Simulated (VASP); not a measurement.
Level of theory: PBEsol GGA, VASP's PBE PAW potentials (set 64) (plane waves; VASP 6.6.1). Each cell was relaxed at this level.

Which of these has an unstable (imaginary) mode at Γ?
(A) ZrPbO3, Pm-3m (221)
(B) Mg3ZnO4, P4/mmm (123)
(C) LiHg, Pm-3m (221)
(D) TiOs, Pm-3m (221)

A, ZrPbO3, Pm-3m (221). Its optical Γ-point modes are 134i (×3), 69 (×3), 155 (×3), 555 (×3) cm⁻¹.
